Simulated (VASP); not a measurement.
# XPS shifts in Re3Pt2, part 4 of 4

Which atoms of Re3Pt2 bind their core electrons more tightly, and does the hole change the order?

VASP 6.6.1, plane waves and PAW; the level of theory is named at each step.

So far. Step 4 (Core hole, atom Pt4): This is the reference for holes on Pt. Step 5 (Core hole, atom Pt3): Against the hole on Pt4 the energy differs by +0.00 eV.

### Step 6. Core hole, atom Re9 (continued)

Level of this step: final-state core hole with the electron kept at the Fermi level, PBEsol; plane waves and PAW (Re, Pt, Re) (VASP).

Parts of OUTCAR (step 6):

```text
 POSITION                                       TOTAL-FORCE (eV/Angst)
 -----------------------------------------------------------------------------------
      5.54000      1.59926     13.66132        -0.000000      0.000000     -1.061776
      0.00000      0.00000     15.84066         0.000000     -0.170314      0.032170
      2.77000      0.00000     15.84066        -0.000000      0.000000     -0.110123
      1.38500      2.39889     15.84066         0.147497      0.085157      0.032170
      4.15500      2.39889     15.84066        -0.147497      0.085157      0.032170
      0.00000      0.00000      7.11934         0.000000      0.019994     -0.038005
      2.77000      0.00000      7.11934        -0.000000      0.000000     -0.056538
      1.38500      2.39889      7.11934        -0.017315     -0.009997     -0.038005
      4.15500      2.39889      7.11934         0.017315     -0.009997     -0.038005
      2.77000      1.59926     13.66132        -0.000000      0.066949     -0.072868
      6.92500      3.99815     13.66132         0.057980     -0.033475     -0.072868
      4.15500      3.99815     13.66132        -0.057980     -0.033475     -0.072868
      0.00000      0.00000     11.48000        -0.000000      0.200739      0.436569
      2.77000      0.00000     11.48000        -0.000000      0.000000      0.164811
[...]
-----------------------------------------------------------------------------------
    total drift:                                0.000000      0.000000     -0.004994

  FREE ENERGIE OF THE ION-ELECTRON SYSTEM (eV)
  ---------------------------------------------------
  free  energy   TOTEN  =      -262.4829450272 eV

  energy  without entropy=     -262.3526894916  energy(sigma->0) =     -262.41781726

[... 2 parts as in an earlier step ...]

[... 1 further part left out ...]
[key lines of the parts left out:]
E-fermi :   1.7093
```

The data set Re keeps the semicore shell frozen, which is cheaper and a little less accurate.

This is the reference for holes on Re.

### Step 7. Core hole, atom Re13

The same hole on the next atom.

INCAR reads:

```
SYSTEM = Re3Pt2
PREC = Normal
ENCUT = 330
EDIFF = 1E-05
NELM = 120
ISMEAR = 0
SIGMA = 0.1
LREAL = Auto
ALGO = Fast
GGA = PS
NBANDS = 102
LASPH = .TRUE.
LWAVE = .FALSE.
LCHARG = .FALSE.
KPAR = 2
NCORE = 4
ICORELEVEL = 2
CLNT = 1
CLN = 4
CLL = 3
CLZ = 1
ISIF = 0
```

POSCAR reads:

```
Re3Pt2
1.0
    5.5400000000      0.0000000000      0.0000000000
    2.7700000000      4.7977807370      0.0000000000
    0.0000000000      0.0000000000     22.9600000000
Re Pt Re
1 8 11
Direct
    0.0000000000      0.0000000000      0.5000000000
    0.0000000000      0.0000000000      0.6899240454
    0.5000000000      0.0000000000      0.6899240454
    0.0000000000      0.5000000000      0.6899240454
    0.5000000000      0.5000000000      0.6899240454
    0.0000000000      0.0000000000      0.3100759546
    0.5000000000      0.0000000000      0.3100759546
    0.0000000000      0.5000000000      0.3100759546
    0.5000000000      0.5000000000      0.3100759546
    0.8333333330      0.3333333330      0.5950050472
    0.3333333330      0.3333333330      0.5950050472
    0.8333333330      0.8333333330      0.5950050472
    0.3333333330      0.8333333330      0.5950050472
    0.5000000000      0.0000000000      0.5000000000
    0.0000000000      0.5000000000      0.5000000000
    0.5000000000      0.5000000000      0.5000000000
    0.8333333330      0.3333333330      0.4049949528
    0.3333333330      0.3333333330      0.4049949528
    0.8333333330      0.8333333330      0.4049949528
    0.3333333330      0.8333333330      0.4049949528
```

KPOINTS reads:

```
Automatic mesh
0
Gamma
4 4 1
0 0 0
```

The projector-augmented-wave data sets are Re, Pt and Re (PBE family, release 64).

On the command line:

```bash
$ mpirun -np 8 vasp_std
```

Log:

```text
[... set-up lines as in an earlier step ...]
 entering main loop
       N       E                     dE             d eps       ncg     rms          rms(c)
DAV:   1     0.179830232375E+04    0.17983E+04   -0.46989E+04  1280   0.127E+03
DAV:   2     0.101801033688E+03   -0.16965E+04   -0.15361E+04  1496   0.135E+03
DAV:   3    -0.218681105302E+03   -0.32048E+03   -0.29757E+03  1632   0.511E+02
DAV:   4    -0.274453633181E+03   -0.55773E+02   -0.49906E+02  1632   0.228E+02
[...]
RMM:  40    -0.262842866472E+03   -0.17679E-04   -0.17804E-04   783   0.133E-01    0.371E-02
RMM:  41    -0.262842882377E+03   -0.15906E-04   -0.14204E-04   773   0.116E-01    0.301E-02
RMM:  42    -0.262842890617E+03   -0.82391E-05   -0.81504E-05   749   0.113E-01
   1 F= -.26284289E+03 E0= -.26277996E+03  d E =-.125864E+00
```

Wall time 29 s (8 MPI ranks of Intel Xeon 6975P-C (Granite Rapids), shared host); peak memory 1.5 GiB; 3.7 min of CPU time.

Parts of OUTCAR (step 7):

```text
 POSITION                                       TOTAL-FORCE (eV/Angst)
 -----------------------------------------------------------------------------------
      0.00000      0.00000     11.48000         0.000000      0.000000      0.000000
      0.00000      0.00000     15.84066         0.000000      0.000000      0.136124
      2.77000      0.00000     15.84066         0.000000      0.001481     -0.025278
      1.38500      2.39889     15.84066         0.001283     -0.000741     -0.025278
      4.15500      2.39889     15.84066        -0.001283     -0.000741     -0.025278
      0.00000      0.00000      7.11934         0.000000      0.000000     -0.136124
      2.77000      0.00000      7.11934         0.000000      0.001481      0.025278
      1.38500      2.39889      7.11934         0.001283     -0.000741      0.025278
      4.15500      2.39889      7.11934        -0.001283     -0.000741      0.025278
      5.54000      1.59926     13.66132         0.000000      0.020155     -0.277944
      2.77000      1.59926     13.66132         0.000000      0.000000      0.061723
      6.92500      3.99815     13.66132        -0.017455     -0.010077     -0.277944
      4.15500      3.99815     13.66132         0.017455     -0.010077     -0.277944
      2.77000      0.00000     11.48000         0.000000     -0.347971      0.000000
[...]
-----------------------------------------------------------------------------------
    total drift:                                0.000001      0.000000     -0.000000

  FREE ENERGIE OF THE ION-ELECTRON SYSTEM (eV)
  ---------------------------------------------------
  free  energy   TOTEN  =      -262.8428906166 eV

  energy  without entropy=     -262.7170266116  energy(sigma->0) =     -262.77995861

[... 2 parts as in an earlier step ...]

[... 1 further part left out ...]
[key lines of the parts left out:]
E-fermi :   1.7253
```

Against the hole on Re9 the energy differs by -0.36 eV.

### Step 8. Summary

This step: core-level shifts, PBEsol; plane waves and PAW (VASP 6.6.1).

This step runs nothing: it gathers the runs above.

A positive shift is a higher binding energy. Cost is wall time times ranks on a shared host. Core-level shifts:

```csv
atom,region,shell,Kohn-Sham level below the Fermi level (eV),initial-state shift (eV),final-state shift (eV),shifts are from,cost (core minutes)
Pt4,layer 1,4f,67.28,0,0,Pt4,4.8
Pt3,layer 1,4f,67.28,0,-4.35e-5,Pt4,4.67
Re9,layer 2,4f,37.41,0,0,Re9,4.8
Re13,layer 3,4f,36.95,-0.4586,-0.3621,Re9,3.87
```

### Step 9. Summary of results

* Re13 4f (layer 3), from Re9: initial state -0.46 eV, final state -0.36 eV

In words: Against Re9, Re13 is shifted by -0.46 eV in the initial state and by -0.36 eV with the hole (energies extrapolated to zero smearing). Pt3 has the level of the reference atom in both states, as equivalent sites do. Only these atoms were given a hole, so other sites aren't ranked. The difference of the two pictures holds the screening of the hole, but also the cell's limits: holes repeat 5.5 Å apart, and the electron from the core stays in the cell, where it moves the Fermi energy by -0.03 to +0.02 eV, less than the shifts themselves. Cell size, mesh and smearing weren't varied between the hole runs, and no dipole correction was applied to the slab. The other core electrons are frozen, spin-orbit splitting and multiplets are absent, and only shifts between atoms of one element are meaningful. Not tabulated here, as repeats of values shown or as unfit to read for their mesh, reference level or band range: core levels (core hole).

[Lines on the potential files, build, host, timing and source positions are cut from VASP's logs without a mark.]

[Logs are printed without paths, hosts, clocks, repeated set-up lines and the standing remarks that a program may print on its own settings, such as how far it seeks lower states.]

[Hosts, paths, dates, database ids (printed as entryN), source tags and the programs' standing remarks are cut or masked in the printed files.]
